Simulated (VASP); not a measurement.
# BeCdO2 (Fmmm) in VASP: a series of runs

Runs on BeCdO2. Level: PBE. Tasks: relaxation of cell and atoms.

Everything below comes from runs of VASP 6.6.1. Logs are shortened: lines on timing, memory, paths and dates and some standing lists are left out, and cuts for length are marked.

## (1) Starting point

Symmetry: Fmmm, No. 69, orthorhombic system. Conventional cell: a = 4.132 Å, b = 7.171 Å, c = 7.202 Å, α = 90.00°, β = 90.00°, γ = 90.00°. Be (site symmetry mmm) has 2 Cd at 2.07 Å and 4 O at 2.08 Å as nearest neighbours. Around Cd (site symmetry mmm) lie 2 Be at 2.07 Å and 4 O at 2.08 Å. Around O (site symmetry 2/m) lie 2 O at 2.07 Å and 2 Be at 2.08 Å and 2 Cd at 2.08 Å.

The cell was built by a generator and needn't be a form met in nature.

## (2) Relaxation of cell and atoms, PBE

Input file INCAR:

```
SYSTEM = BeCdO2
PREC = Normal
ENCUT = 520
EDIFF = 1E-4
ISMEAR = 0
SIGMA = 0.15
LREAL = .FALSE.
LASPH = .TRUE.
NELM = 60
ALGO = Fast
ISIF = 3
LWAVE = .FALSE.
LCHARG = .FALSE.
GGA = PE
IBRION = 2
NSW = 24
EDIFFG = -0.08
KPAR = 4
```

Input file KPOINTS:

```
regular mesh
0
G
  5 5 5
  0 0 0
```

Input file POSCAR:

```
BeCdO2
1.0
    0.0000000000      3.5856106500      3.6012220300
    2.0658440800      0.0000000000      3.6012220300
    2.0658440800      3.5856106500      0.0000000000
Be Cd O
1 1 2
Direct
    0.0000000000      0.0000000000      0.0000000000
    0.5000000000      0.5000000000      0.5000000000
    0.0000000000      0.5000000000      0.0000000000
    0.5000000000      0.0000000000      0.5000000000
```

Potentials or basis: VASP PAW PBE potentials, release 64 (Be, Cd, O).

Started as:

```sh
> cat potpaw_PBE.64/Be/POTCAR potpaw_PBE.64/Cd/POTCAR potpaw_PBE.64/O/POTCAR > POTCAR
> mpirun -np 4 vasp_std > vasp.out
```

OUTCAR:

```text
SYSTEM = BeCdO2
   PREC = Normal
   ENCUT = 520
   EDIFF = 1E-4
   ISMEAR = 0
   LREAL = .FALSE.
   LASPH = .TRUE.
   NELM = 60
   ISIF = 3
   GGA = PE
   IBRION = 2
   NSW = 24
   EDIFFG = -0.08

 ion  position               nearest neighbor table
   1  0.000  0.000  0.000-   2 2.07   2 2.07   3 2.08   3 2.08   4 2.08   4 2.08
   2  0.500  0.500  0.500-   1 2.07   1 2.07   4 2.08   4 2.08   3 2.08   3 2.08
   3  0.000  0.500  0.000-   1 2.08   2 2.08   1 2.08   2 2.08
   4  0.500  0.000  0.500-   2 2.08   1 2.08   2 2.08   1 2.08

  LATTYP: Found a face centered orthorhombic cell.
 ALAT       =     4.1316881600
 B/A-ratio  =     1.7356637341
 C/A-ratio  =     1.7432206355

  Lattice vectors:

 A1 = (   0.0000000000,   3.5856106500,   3.6012220300)
 A2 = (   2.0658440800,   0.0000000000,   3.6012220300)
 A3 = (   2.0658440800,   3.5856106500,   0.0000000000)

Analysis of symmetry for initial positions (statically):
=====================================================================
 Subroutine PRICEL returns:
 Original cell was already a primitive cell.

 Routine SETGRP: Setting up the symmetry group for a
 face centered orthorhombic supercell.

 Subroutine GETGRP returns: Found  8 space group operations
 (whereof  8 operations were pure point group operations)
 out of a pool of  8 trial point group operations.

The static configuration has the point symmetry D_2h.

Analysis of symmetry for dynamics (positions and initial velocities):
=====================================================================
 Subroutine PRICEL returns:
 Original cell was already a primitive cell.

 Routine SETGRP: Setting up the symmetry group for a
 face centered orthorhombic supercell.

 Subroutine GETGRP returns: Found  8 space group operations
 (whereof  8 operations were pure point group operations)
 out of a pool of  8 trial point group operations.

The dynamic configuration has the point symmetry D_2h.

 Subroutine INISYM returns: Found  8 space group operations
 (whereof  8 operations are pure point group operations),
 and found     1 'primitive' translations

----------------------------------------------------------------------------------------

                                     Primitive cell

  volume of cell :      53.3508

  direct lattice vectors                    reciprocal lattice vectors
     0.000000000  3.585610650  3.601222030    -0.242031819  0.139446261  0.138841759
     2.065844080  0.000000000  3.601222030     0.242031819 -0.139446261  0.138841759
     2.065844080  3.585610650  0.000000000     0.242031819  0.139446261 -0.138841759

  length of vectors
     5.081870113  4.151687834  4.138153634     0.311932196  0.311932196  0.311932196

  position of ions in fractional coordinates (direct lattice)
     0.000000000  0.000000000  0.000000000
     0.500000000  0.500000000  0.500000000
     0.000000000  0.500000000  0.000000000
     0.500000000  0.000000000  0.500000000

  ion indices of the primitive-cell ions
   primitive index   ion index
                 1           1
                 2           2
                 3           3
                 4           4

----------------------------------------------------------------------------------------

 KPOINTS: regular mesh

Automatic generation of k-mesh.
 Grid dimensions read from file:
 generate k-points for:    5    5    5

 Generating k-lattice:

  Cartesian coordinates                     Fractional coordinates (reciprocal lattice)
    -0.048406364  0.027889252  0.027768352     0.200000000  0.000000000  0.000000000
     0.048406364 -0.027889252  0.027768352    -0.000000000  0.200000000 -0.000000000
     0.048406364  0.027889252 -0.027768352     0.000000000  0.000000000  0.200000000

  Length of vectors
     0.062386439  0.062386439  0.062386439

  Shift w.r.t. Gamma in fractional coordinates (k-lattice)
     0.000000000  0.000000000  0.000000000

 Subroutine IBZKPT returns following result:
 ===========================================

 Found     27 irreducible k-points:

 Following reciprocal coordinates:
            Coordinates               Weight
  0.000000  0.000000  0.000000      1.000000
  0.200000  0.000000  0.000000      8.000000
  0.400000  0.000000  0.000000      8.000000
  0.200000  0.200000  0.000000      2.000000
  0.400000  0.200000  0.000000      8.000000
 -0.400000  0.200000  0.000000      8.000000
[... 16 lines left out ...]
 -0.400000  0.000000  0.400000      4.000000
 -0.400000  0.200000  0.400000      4.000000
 [... further k-points ...]
   k-points           NKPTS =     27   k-points in BZ     NKDIM =     27   number of bands    NBANDS=     17
   number of dos      NEDOS =    301   number of ions     NIONS =      4
   total plane-waves  NPLWV =  16128
   dimension x,y,z NGX =    28 NGY =   24 NGZ =   24
   dimension x,y,z NGXF=    56 NGYF=   48 NGZF=   48
   ions per type =               1   1   2
   NGX,Y,Z   is equivalent  to a cutoff of   9.16,  9.61,  9.64 a.u.
   NGXF,Y,Z  is equivalent  to a cutoff of  18.32, 19.22, 19.28 a.u.
 SYSTEM =  BeCdO2
   PREC   = normal    normal or accurate (medium, high low for compatibility)
   ISTART =      0    job   : 0-new  1-cont  2-samecut
   ICHARG =      2    charge: 1-file 2-atom 10-const
   ISPIN  =      1    spin polarized calculation?
   LNONCOLLINEAR =      F non collinear calculations
   LSORBIT =      F    spin-orbit coupling
   LASPH  =      T    aspherical Exc in radial PAW
   ENCUT  =  520.0 eV  38.22 Ry    6.18 a.u.   9.45  7.72  7.69*2*pi/ulx,y,z
   NELM   =     60;   NELMIN=  2; NELMDL= -5     # of ELM steps
   EDIFF  = 0.1E-03   stopping-criterion for ELM
   LREAL  =      F    real-space projection
   EDIFFG = -.8E-01   stopping-criterion for IOM
   NSW    =     24    number of steps for IOM
   IBRION =      2    ionic relax: 0-MD 1-quasi-New 2-CG
   NFREE  =      1    steps in history (QN), initial steepest desc. (CG)
   ISIF   =      3    stress and relaxation
   ISYM   =      2    0-nonsym 1-usesym 2-fastsym
   POTIM  = 0.5000    time-step for ionic-motion
   TEBEG  =    0.0;   TEEND  =   0.0 temperature during run
   PSTRESS=    0.0 pullay stress
   NELECT =      26.0000    total number of electrons
   NUPDOWN=      -1.0000    fix difference up-down
   EMIN   =  10.00;   EMAX   =-10.00  energy-range for DOS
   EFERMI =   0.00;   METHOD = LEGACY
   ISMEAR =     0;   SIGMA  =   0.15  broadening in eV -4-tet -1-fermi 0-gaus
   EFERMI_NEDOS =   21; number of points for ismear=-14 and -15
   IALGO  =     68    algorithm
   IMIX   =      4    mixing-type and parameters
     AMIX     =   0.40;   BMIX     =  1.00
     AMIX_MAG =   1.60;   BMIX_MAG =  1.00
  volume/ion in A,a.u.               =      13.34        90.01
  Fermi-wavevector in a.u.,A,eV,Ry     =   1.288306  2.434546 22.582036  1.659733
  Thomas-Fermi vector in A             =   2.420268
   LORBIT       =      0    0 simple, 1 ext, 2 COOP (PROOUT), +10 PAW based schemes
   GGA     = PE    functional components
   LHFCALC =     F    Hartree Fock is set to
   AEXX    =    0.0000 exact exchange contribution
   IVDW    =     0    specifies the selected vdW correction
   LEPSILON=     F    determine dielectric tensor
   LRPA    =     F    only Hartree local field effects (RPA)
 conjugate gradient relaxation of ions
 non-spin polarized calculation
 RMM-DIIS sequential band-by-band and
 Gauss-broadening in eV      SIGMA  =   0.15
  energy-cutoff  :      520.00
  volume of cell :       53.35
 maximum number of plane-waves:      1455
   NGX = 19   NGY = 15   NGZ = 15

--------------------------------------- Ionic step        1  -------------------------------------------

 number of electron      25.9999965 magnetization

 Free energy of the ion-electron system (eV)
  ---------------------------------------------------
  ext. energy  EPLUGINS =         0.00000000
  ---------------------------------------------------
  free energy    TOTEN  =       -11.78000878 eV

  energy without entropy =      -11.76186765  energy(sigma->0) =      -11.77093821

------------------------ aborting loop because EDIFF is reached ----------------------------------------

  FORCE on cell =-STRESS in cart. coord.  units (eV):
  Direction    XX          YY          ZZ          XY          YZ          ZX
  --------------------------------------------------------------------------------------
  -------------------------------------------------------------------------------------
  Total       25.5881180     -0.3454338      0.2255861      0.0000000      0.0000000      0.0000000
  in kB      768.4371717    -10.3737267      6.7745783      0.0000000      0.0000000      0.0000000
  external PRESSURE =     254.9460078 kB  Pullay stress =       0.0000000 kB
[... 95 lines left out ...]
  FREE ENERGIE OF THE ION-ELECTRON SYSTEM (eV)
  ---------------------------------------------------
  free  energy   TOTEN  =       -14.7921785681 eV

  energy  without entropy=      -14.7799876345  energy(sigma->0) =      -14.78608310

[... ionic steps 4 to 8 ...]

--------------------------------------- Ionic step        9  -------------------------------------------

 number of electron      25.9999985 magnetization

------------------------ aborting loop because EDIFF is reached ----------------------------------------

  FORCE on cell =-STRESS in cart. coord.  units (eV):
  Direction    XX          YY          ZZ          XY          YZ          ZX
  --------------------------------------------------------------------------------------
  -------------------------------------------------------------------------------------
  Total        0.0546339      0.3244357     -0.3763400     -0.0000000      0.0000000      0.0000000
  in kB        1.4709422      8.7349808    -10.1324333     -0.0000000      0.0000000      0.0000000
  external PRESSURE =       0.0244966 kB  Pullay stress =       0.0000000 kB
[... 61 lines left out ...]
  energy  without entropy=      -16.6840169076  energy(sigma->0) =      -16.69027023

--------------------------------------- Ionic step       11  -------------------------------------------

 number of electron      25.9999984 magnetization

 Free energy of the ion-electron system (eV)
  ---------------------------------------------------
  ext. energy  EPLUGINS =         0.00000000
  ---------------------------------------------------
  free energy    TOTEN  =       -16.69684193 eV

  energy without entropy =      -16.68445749  energy(sigma->0) =      -16.69064971

 E-fermi :   2.4479     XC(G=0):  -9.2452

 val. band max:        2.3888079800   @ k =   0.4000   0.4000   0.0000
 cond. band min:       2.5644198467   @ k =   0.2000   0.0000   0.0000
 fundamental gap:      0.1756118666
 Fermi energy:         2.4479351349

 k-point     1 :       0.0000    0.0000    0.0000
  band No.  band energies     occupation
      1     -17.1135      2.00000
      2     -16.1825      2.00000
      3      -5.7744      2.00000
      4      -5.6920      2.00000
      5      -5.6891      2.00000
      6      -5.6232      2.00000
[... 9 lines left out ...]
     16       6.6113      0.00000
     17      11.4341      0.00000
[... 443 lines left out ...]
      1     -16.7974      2.00000
      2     -16.2007      2.00000
      3      -6.2446      2.00000
      4      -6.0285      2.00000
      5      -5.9664      2.00000
      6      -5.8466      2.00000
[... 9 lines left out ...]
     16       6.7895      0.00000
     17       8.5519      0.00000

 [... further k-points ...]

------------------------ aborting loop because EDIFF is reached ----------------------------------------

  FORCE on cell =-STRESS in cart. coord.  units (eV):
  Direction    XX          YY          ZZ          XY          YZ          ZX
  --------------------------------------------------------------------------------------
  -------------------------------------------------------------------------------------
  Total        0.2869685      0.1466219     -0.2215658      0.0000000      0.0000000      0.0000000
  in kB        7.7348455      3.9519945     -5.9720053      0.0000000      0.0000000      0.0000000
  external PRESSURE =       1.9049449 kB  Pullay stress =       0.0000000 kB
[... 19 lines left out ...]
  FREE ENERGIE OF THE ION-ELECTRON SYSTEM (eV)
  ---------------------------------------------------
  free  energy   TOTEN  =       -16.6968419259 eV

  energy  without entropy=      -16.6844574874  energy(sigma->0) =      -16.69064971

 reached required accuracy - stopping structural energy minimisation
```

It took 36 s on 4 MPI ranks of Intel Xeon Platinum 8488C (Sapphire Rapids), shared host; peak memory 0.16 GiB.

What came out:

```yaml
Free_energy: -16.6968 eV
Relaxed_volume: 14.86 Å³/atom
Relaxed_cell: a = 4.664 Å, b = 4.079 Å, c = 4.533 Å, α = 65.33°, β = 52.64°, γ = 62.04°
Space_group_after_relaxing_to_0.05_Å: Fmmm (No. 69)
Energy_gained_by_relaxing: 1229.2 meV/atom
Ionic_steps: 11
Pressure_after_relaxing: 0.2 GPa
Band_gap_on_the_k_mesh: none (metal or under the smearing width)
```

Step by step:
| step | energy change (eV) | largest force (eV/Å) | pressure (GPa) | volume (Å³) |
| --- | --- | --- | --- | --- |
| 1 | 0.0000 | 0.0000 | 25.49 | 53.35 |
| 2 | -2.9480 | 0.0000 | -16.97 | 69.71 |
| 3 | -3.0122 | 0.0000 | -13.04 | 66.96 |
| 4 | -4.6400 | 0.0000 | -7.32 | 61.08 |
| 5 | -4.7517 | 0.0000 | -9.19 | 62.48 |
| 6 | -4.7428 | 0.0000 | -9.80 | 62.87 |
| 7 | -4.5757 | 0.0000 | 17.17 | 55.17 |
| 8 | -4.9166 | 0.0000 | -0.07 | 59.59 |
| 9 | -4.9168 | 0.0000 | 0.00 | 59.51 |
| 10 | -4.9165 | 0.0000 | 0.51 | 59.33 |
| 11 | -4.9168 | 0.0000 | 0.19 | 59.44 |

Final structure:
```
CELL_PARAMETERS angstrom
0.00000 3.58178 2.98659
2.77836 0.00000 2.98659
2.77836 3.58178 0.00000
ATOMIC_POSITIONS crystal
Be 0.00000 0.00000 0.00000
Cd 0.50000 0.50000 0.50000
O 0.00000 0.50000 0.00000
O 0.50000 0.00000 0.50000
```

Levels at points of the mesh, in eV from the Fermi level:
```csv
k point,band 10,band 11,band 12,band 13,band 14,band 15,band 16,band 17
"(0.00, 0.00, 0.00)",-4.17,-3.88,-3.18,-3.13,-1.12,3.90,4.16,8.99
```

Caveat: the k mesh is coarse (spacing up to 0.39 Å⁻¹), so the values aren't converged; the relaxation stopped at a loose force limit of 0.08 eV/Å, so its end isn't a converged minimum.

(Part 1 of 2 ends here.)
